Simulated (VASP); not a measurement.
Calculation: PBE GGA with D3 dispersion (zero damping), VASP's PBE PAW potentials (set 64) (plane waves; VASP 6.6.1).

Input for VASP

### KPOINTS
```
Automatic mesh
0
gamma
 14 14 14
0 0 0
```

INCAR:
```
# general
SYSTEM  = Nb
PREC    = Accurate
ENCUT   = 520
LREAL   = .False.   # projection in real space or not
LASPH   = .True.   # aspherical one-centre terms

# electronic loop
EDIFF   = 1E-6
NELM    = 100   # most electronic steps
ALGO    = Normal
LMAXMIX = 4

# smearing
ISMEAR  = 1
SIGMA   = 0.1   # width (eV)

# functional
GGA     = PE
IVDW    = 11

# ions
IBRION  = 2   # conjugate gradients
NSW     = 60   # most ionic steps
ISIF    = 3   # ions, shape and volume
EDIFFG  = -0.01   # ionic stop

# output
LWAVE   = .False.
LCHARG  = .False.
```

### POSCAR
```
Nb
1
   -1.6500000000     1.6500000000     1.6500000000
    1.6500000000    -1.6500000000     1.6500000000
    1.6500000000     1.6500000000    -1.6500000000
Nb
1
Direct
  0.0000000000   0.0000000000   0.0000000000
```

POTCAR, in this order: Nb_sv (PBE.64 set). Program: vasp_std.

The resulting files:

OSZICAR:
```
       N       E                     dE             d eps       ncg     rms          rms(c)
DAV:   1     0.117309292188E+03    0.11731E+03   -0.75356E+03  2088   0.130E+03
DAV:   2    -0.535543081239E+01   -0.12266E+03   -0.11975E+03  2234   0.450E+02
DAV:   3    -0.103341868506E+02   -0.49788E+01   -0.47014E+01  3104   0.772E+01
DAV:   4    -0.106237864255E+02   -0.28960E+00   -0.28730E+00  2934   0.163E+01
DAV:   5    -0.106338173676E+02   -0.10031E-01   -0.10022E-01  3120   0.245E+00    0.714E+00
DAV:   6    -0.102485776415E+02    0.38524E+00   -0.76631E-01  3236   0.118E+01    0.250E+00
DAV:   7    -0.102054799478E+02    0.43098E-01   -0.23059E-01  3232   0.639E+00    0.944E-01
DAV:   8    -0.102107245788E+02   -0.52446E-02   -0.12467E-02  2416   0.172E+00    0.497E-02
DAV:   9    -0.102107766688E+02   -0.52090E-04   -0.11449E-03  3608   0.373E-01    0.476E-02
DAV:  10    -0.102107960308E+02   -0.19362E-04   -0.27797E-05  2600   0.832E-02    0.181E-02
DAV:  11    -0.102107883295E+02    0.77013E-05   -0.72607E-06  2294   0.559E-02    0.330E-03
DAV:  12    -0.102107881440E+02    0.18552E-06   -0.22141E-07  1246   0.754E-03
   1 F= -.10761930E+02 E0= -.10761900E+02  d E =-.107619E+02
       N       E                     dE             d eps       ncg     rms          rms(c)
DAV:   1    -0.111953864071E+02   -0.98460E+00   -0.33282E+01  2576   0.932E+01    0.908E+00
DAV:   2    -0.102004574097E+02    0.99493E+00   -0.21800E+00  3046   0.218E+01    0.244E+00
DAV:   3    -0.100802278973E+02    0.12023E+00   -0.79483E-01  3168   0.105E+01    0.159E+00
DAV:   4    -0.101049650962E+02   -0.24737E-01   -0.31427E-02  3014   0.176E+00    0.738E-01
DAV:   5    -0.101225597235E+02   -0.17595E-01   -0.61662E-02  3506   0.187E+00    0.300E-01
DAV:   6    -0.101218278598E+02    0.73186E-03   -0.15099E-03  2614   0.545E-01    0.191E-02
DAV:   7    -0.101218646345E+02   -0.36775E-04   -0.42957E-04  3614   0.146E-01    0.151E-02
DAV:   8    -0.101218643198E+02    0.31475E-06   -0.37152E-06  2170   0.264E-02
   2 F= -.10741066E+02 E0= -.10741164E+02  d E =0.208642E-01
       N       E                     dE             d eps       ncg     rms          rms(c)
DAV:   1    -0.106415934633E+02   -0.51973E+00   -0.13726E+01  2544   0.602E+01    0.535E+00
DAV:   2    -0.102184218346E+02    0.42317E+00   -0.11053E+00  3124   0.150E+01    0.152E+00
DAV:   3    -0.101768182388E+02    0.41604E-01   -0.33726E-01  3196   0.643E+00    0.802E-01
DAV:   4    -0.101856796322E+02   -0.88614E-02   -0.91137E-03  2384   0.106E+00    0.508E-01
DAV:   5    -0.101962199494E+02   -0.10540E-01   -0.26880E-02  3416   0.113E+00    0.225E-01
DAV:   6    -0.101963915528E+02   -0.17160E-03   -0.37979E-04  2358   0.274E-01    0.121E-01
DAV:   7    -0.101964499115E+02   -0.58359E-04   -0.17066E-04  2754   0.217E-01    0.648E-03
DAV:   8    -0.101964500100E+02   -0.98445E-07   -0.45759E-06  2486   0.184E-02
   3 F= -.10771396E+02 E0= -.10771488E+02  d E =-.946623E-02
```

**OUTCAR**
```
------------------------ aborting loop because EDIFF is reached ----------------------------------------
 Edisp (eV)   -0.57495
  FORCE on cell =-STRESS in cart. coord.  units (eV):
  Direction    XX          YY          ZZ          XY          YZ          ZX
  --------------------------------------------------------------------------------------
  Total      -0.00458    -0.00458    -0.00458    -0.00000    -0.00000    -0.00000
  in kB      -0.42128    -0.42128    -0.42128    -0.00000    -0.00000    -0.00000
  external pressure =       -0.42 kB  Pullay stress =        0.00 kB
  volume of cell :       17.42
      direct lattice vectors                 reciprocal lattice vectors
    -1.632969550  1.632969550  1.632969550     0.000000000  0.306190645  0.306190645
     1.632969550 -1.632969550  1.632969550     0.306190645  0.000000000  0.306190645
     1.632969550  1.632969550 -1.632969550     0.306190645  0.306190645  0.000000000
 POSITION                                       TOTAL-FORCE (eV/Angst)
 -----------------------------------------------------------------------------------
      0.00000      0.00000     -0.00000        -0.000000      0.000000     -0.000000
 -----------------------------------------------------------------------------------
    total drift:                                0.000000      0.000000      0.000000
  FREE ENERGIE OF THE ION-ELECTRON SYSTEM (eV)
  ---------------------------------------------------
  free  energy   TOTEN  =       -10.7713960346 eV

  energy  without entropy=      -10.7716731036  energy(sigma->0) =      -10.77148839

 reached required accuracy - stopping structural energy minimisation
```
(Selected blocks of OUTCAR.)

**CONTCAR**
```
Nb
   1.00000000000000
    -1.6329695499557180    1.6329695499557180    1.6329695499557180
     1.6329695499557180   -1.6329695499557180    1.6329695499557180
     1.6329695499557180    1.6329695499557180   -1.6329695499557180
  Nb
     1
Direct
     0.0000000000000000    0.0000000000000000    0.0000000000000000
```

**OUTCAR**
```
 val. band max:       11.6754392797   @ k =  -0.2857   0.4286   0.1429

 cond. band min:      11.6886101644   @ k =   0.5000   0.5000   0.1429


 Fermi energy:        11.6763392487

 k-point     1 :       0.0000    0.0000    0.0000
  band No.  band energies     occupation
      1     -42.6740      2.00000
      2     -17.8951      2.00000
      3     -17.8951      2.00000
      4     -17.8951      2.00000
      5       5.6496      2.00000
      6      12.0094     -0.00003
      7      12.0094     -0.00003
      8      12.0094     -0.00003
      9      15.0318      0.00000
     10      15.0318      0.00000

 k-point     2 :       0.0714    0.0000    0.0000
  band No.  band energies     occupation
      1     -42.6604      2.00000
      2     -17.9760      2.00000
      3     -17.9195      2.00000
      4     -17.8959      2.00000
      5       5.8684      2.00000
      6      11.8732     -0.01765
      7      11.9753     -0.00020
      8      12.2197     -0.00000
      9      14.8238      0.00000
     10      15.0316      0.00000

 k-point     3 :       0.1429    0.0000    0.0000
  band No.  band energies     occupation
      1     -42.6222      2.00000
      2     -18.1984      2.00000
      3     -17.9871      2.00000
      4     -17.8980      2.00000
      5       6.4717      2.00000
      6      11.5165      2.04625
      7      11.8200     -0.06069
      8      12.8379     -0.00000
      9      14.4801      0.00000
     10      15.0492      0.00000

 k-point     4 :       0.2143    0.0000    0.0000
  band No.  band energies     occupation
      1     -42.5666      2.00000
      2     -18.5100      2.00000
      3     -18.0833      2.00000
      4     -17.9011      2.00000
      5       7.2707      2.00000
      6      11.0530      2.00000
      7      11.5754      2.05218
      8      13.8227      0.00000
      9      14.4103      0.00000
     10      15.1224      0.00000

 k-point     5 :       0.2857    0.0000    0.0000
...
```

Energy and stress use the plane-wave basis of the starting cell.

The compound is Nb in the bcc structure. This run relaxes it. Symmetry was kept, so distortions that lower it aren't found.
